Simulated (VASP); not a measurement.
Method: PBE GGA with D3 dispersion (zero damping), VASP's PBE PAW potentials (set 64) (plane waves; VASP).

A VASP calculation is set up with these files.

### INCAR
```
ALGO = Normal
EDIFF = 1E-6
EDIFFG = -0.01
ENCUT = 520
GGA = PE
IBRION = 2
ISIF = 3
ISMEAR = 1
IVDW = 11
LASPH = .TRUE.
LCHARG = .FALSE.
LREAL = .FALSE.
LWAVE = .FALSE.
NELM = 100
NSW = 60
PREC = Accurate
SIGMA = 0.1
SYSTEM = Li
```

### POSCAR
```
Li
1
   -1.7450000000     1.7450000000     1.7450000000
    1.7450000000    -1.7450000000     1.7450000000
    1.7450000000     1.7450000000    -1.7450000000
Li
1
Direct
  0.0000000000   0.0000000000   0.0000000000
```

### KPOINTS
```
Automatic mesh
0
Gamma
13 13 13
0 0 0
```

POTCAR, in this order: Li_sv (PBE.64 set). Program: vasp_std.

The resulting files:

File OUTCAR:
```
 ion  position               nearest neighbor table
   1  0.000  0.000  0.000-
  LATTYP: Found a body centered cubic cell.
 ALAT       =     3.4900000000
 Subroutine PRICEL returns:
 Original cell was already a primitive cell.
 Subroutine GETGRP returns: Found 48 space group operations
The static configuration has the point symmetry O_h .
The dynamic configuration has the point symmetry O_h .
 Subroutine INISYM returns: Found 48 space group operations
 Subroutine IBZKPT returns following result:
 Found     84 irreducible k-points:

 Following reciprocal coordinates:
            Coordinates               Weight
  0.000000  0.000000  0.000000      1.000000
  0.076923  0.000000  0.000000     12.000000
  0.153846  0.000000  0.000000     12.000000
  0.230769  0.000000  0.000000     12.000000
  0.307692  0.000000  0.000000     12.000000
  0.384615  0.000000  0.000000     12.000000
  0.461538  0.000000  0.000000     12.000000
  0.076923  0.076923  0.000000     24.000000
  0.153846  0.076923 -0.000000     48.000000
  0.230769  0.076923  0.000000     48.000000
  0.307692  0.076923 -0.000000     48.000000
  0.384615  0.076923  0.000000     48.000000
  0.461538  0.076923  0.000000     24.000000
  0.153846  0.153846  0.000000     24.000000
  0.230769  0.153846  0.000000     48.000000
  0.307692  0.153846  0.000000     48.000000
  0.384615  0.153846  0.000000     48.000000
  0.230769  0.230769  0.000000     24.000000
  0.307692  0.230769  0.000000     48.000000
  0.384615  0.230769  0.000000     24.000000
  0.307692  0.307692  0.000000     24.000000
  0.076923  0.076923  0.076923      8.000000
  0.153846  0.076923  0.076923     24.000000
  0.230769  0.076923  0.076923     24.000000
  0.307692  0.076923  0.076923     24.000000
  0.384615  0.076923  0.076923     24.000000
 -0.076923  0.076923  0.076923      6.000000
  0.153846  0.153846  0.076923     24.000000
  0.230769  0.153846  0.076923     48.000000
  0.307692  0.153846  0.076923     48.000000
  0.384615  0.153846  0.076923     24.000000
 -0.153846  0.153846  0.076923     24.000000
  0.230769  0.230769  0.076923     24.000000
  0.307692  0.230769  0.076923     48.000000
 -0.230769  0.230769  0.076923     24.000000
 -0.153846  0.230769  0.076923     24.000000
  0.307692  0.307692  0.076923      8.000000
 -0.307692  0.307692  0.076923     24.000000
 -0.230769  0.307692  0.076923     48.000000
 -0.384615  0.384615  0.076923     24.000000
   k-points           NKPTS =     84   k-points in BZ     NKDIM =     84   number of bands    NBANDS=      5
   number of dos      NEDOS =    301   number of ions     NIONS =      1
   total plane-waves  NPLWV =  13824
   dimension x,y,z NGX =    24 NGY =   24 NGZ =   24
   dimension x,y,z NGXF=    48 NGYF=   48 NGZF=   48
   ions per type =               1
   PREC   = accura    normal or accurate (medium, high low for compatibility)
   ISTART =      0    job   : 0-new  1-cont  2-samecut
   ICHARG =      2    charge: 1-file 2-atom 10-const
   ISPIN  =      1    spin polarized calculation?
   LNONCOLLINEAR =      F non collinear calculations
   LSORBIT =      F    spin-orbit coupling
   INIWAV =      1    electr: 0-lowe 1-rand  2-diag
   ENCUT  =  520.0 eV  38.22 Ry    6.18 a.u.   5.62  5.62  5.62*2*pi/ulx,y,z
   NELM   =    100;   NELMIN=  2; NELMDL= -5     # of ELM steps
   EDIFF  = 0.1E-05   stopping-criterion for ELM
   LREAL  =      F    real-space projection
   NLSPLINE    = F    spline interpolate recip. space projectors
   LMAXMIX     =    2 max onsite mixed and CHGCAR
   VOSKOWN=      0    Vosko Wilk Nusair interpolation
...
```

**OSZICAR**
```
       N       E                     dE             d eps       ncg     rms          rms(c)
DAV:   1     0.524539526777E+00    0.52454E+00   -0.70185E+02   845   0.415E+02
DAV:   2    -0.181083171601E+01   -0.23354E+01   -0.22638E+01  1200   0.588E+01
DAV:   3    -0.190281582015E+01   -0.91984E-01   -0.91959E-01  1065   0.841E+00
DAV:   4    -0.190542181919E+01   -0.26060E-02   -0.25938E-02  1120   0.123E+00
DAV:   5    -0.190544870618E+01   -0.26887E-04   -0.26887E-04  1045   0.113E-01    0.242E-01
DAV:   6    -0.190429322319E+01    0.11555E-02   -0.28086E-04  1385   0.111E-01    0.138E-01
DAV:   7    -0.190372144112E+01    0.57178E-03   -0.68869E-04  1545   0.168E-01    0.275E-02
DAV:   8    -0.190372242113E+01   -0.98001E-06   -0.18643E-05   875   0.372E-02    0.192E-03
DAV:   9    -0.190371997489E+01    0.24462E-05   -0.64236E-07   655   0.119E-02    0.414E-04
DAV:  10    -0.190371910761E+01    0.86728E-06   -0.76532E-08   465   0.437E-03
   1 F= -.19992782E+01 E0= -.19992751E+01  d E =-.199928E+01
       N       E                     dE             d eps       ncg     rms          rms(c)
DAV:   1    -0.190644855635E+01   -0.27286E-02   -0.43439E-02  1175   0.228E+00    0.433E-01
DAV:   2    -0.190625672371E+01    0.19183E-03   -0.93463E-03  1045   0.844E-01    0.309E-01
DAV:   3    -0.190562606891E+01    0.63065E-03   -0.28523E-03  1585   0.359E-01    0.168E-01
DAV:   4    -0.190549782485E+01    0.12824E-03   -0.36186E-04  1550   0.162E-01    0.968E-03
DAV:   5    -0.190550596230E+01   -0.81375E-05   -0.10602E-05   890   0.360E-02    0.539E-03
DAV:   6    -0.190551024917E+01   -0.42869E-05   -0.13006E-06   590   0.116E-02    0.343E-04
DAV:   7    -0.190551012205E+01    0.12711E-06   -0.20094E-07   450   0.641E-03
   2 F= -.20031333E+01 E0= -.20031312E+01  d E =-.385515E-02
       N       E                     dE             d eps       ncg     rms          rms(c)
DAV:   1    -0.190922508076E+01   -0.37148E-02   -0.27733E-01  1080   0.615E+00    0.106E+00
DAV:   2    -0.190992560160E+01   -0.70052E-03   -0.75927E-02   995   0.250E+00    0.802E-01
DAV:   3    -0.190689402614E+01    0.30316E-02   -0.22420E-02  1550   0.107E+00    0.609E-01
DAV:   4    -0.190501341317E+01    0.18806E-02   -0.46186E-03  1530   0.579E-01    0.206E-02
DAV:   5    -0.190504765202E+01   -0.34239E-04   -0.83022E-05   865   0.116E-01    0.157E-02
DAV:   6    -0.190506182559E+01   -0.14174E-04   -0.13350E-05  1065   0.326E-02    0.918E-04
DAV:   7    -0.190506118452E+01    0.64108E-06   -0.63805E-07   465   0.957E-03
   3 F= -.20086394E+01 E0= -.20086405E+01  d E =-.936125E-02
       N       E                     dE             d eps       ncg     rms          rms(c)
DAV:   1    -0.190349998277E+01    0.15618E-02   -0.42125E-02  1090   0.236E+00    0.413E-01
DAV:   2    -0.190368909020E+01   -0.18911E-03   -0.11841E-02  1065   0.981E-01    0.315E-01
DAV:   3    -0.190321438289E+01    0.47471E-03   -0.36295E-03  1595   0.408E-01    0.252E-01
DAV:   4    -0.190286323714E+01    0.35115E-03   -0.71595E-04  1570   0.215E-01    0.763E-03
DAV:   5    -0.190287558714E+01   -0.12350E-04   -0.15416E-05   870   0.496E-02    0.417E-03
DAV:   6    -0.190288035395E+01   -0.47668E-05   -0.15023E-06   665   0.119E-02    0.534E-04
DAV:   7    -0.190288042431E+01   -0.70361E-07   -0.15286E-07   425   0.566E-03
   4 F= -.20091276E+01 E0= -.20091301E+01  d E =-.984944E-02
```

OUTCAR:
```
------------------------ aborting loop because EDIFF is reached ----------------------------------------
 Edisp (eV)   -0.10625
  FORCE on cell =-STRESS in cart. coord.  units (eV):
  Direction    XX          YY          ZZ          XY          YZ          ZX
  --------------------------------------------------------------------------------------
  Total       0.00025     0.00025     0.00025     0.00000     0.00000     0.00000
  in kB       0.02085     0.02085     0.02085     0.00000     0.00000     0.00000
  external pressure =        0.02 kB  Pullay stress =        0.00 kB
  volume of cell :       18.97
      direct lattice vectors                 reciprocal lattice vectors
    -1.680218202  1.680218202  1.680218202     0.000000000  0.297580397  0.297580397
     1.680218202 -1.680218202  1.680218202     0.297580397  0.000000000  0.297580397
     1.680218202  1.680218202 -1.680218202     0.297580397  0.297580397  0.000000000
 POSITION                                       TOTAL-FORCE (eV/Angst)
 -----------------------------------------------------------------------------------
     -1.68022      1.68022      1.68022         0.000000     -0.000000      0.000000
 -----------------------------------------------------------------------------------
    total drift:                               -0.000000     -0.000000      0.000000
  FREE ENERGIE OF THE ION-ELECTRON SYSTEM (eV)
  ---------------------------------------------------
  free  energy   TOTEN  =        -2.0091276241 eV

  energy  without entropy=       -2.0091349434  energy(sigma->0) =       -2.00913006

 reached required accuracy - stopping structural energy minimisation
```
(Selected blocks of OUTCAR.)

**CONTCAR**
```
Li
   1.00000000000000
    -1.6802182017582268    1.6802182017582268    1.6802182017582268
     1.6802182017582268   -1.6802182017582268    1.6802182017582268
     1.6802182017582268    1.6802182017582268   -1.6802182017582268
  Li
     1
Direct
     1.0000000000000000    0.0000000000000000    0.0000000000000000
```

Energy and stress use the plane-wave basis of the starting cell.

The compound is Li in the bcc structure. This run relaxes it. Symmetry was kept, so distortions that lower it aren't found.
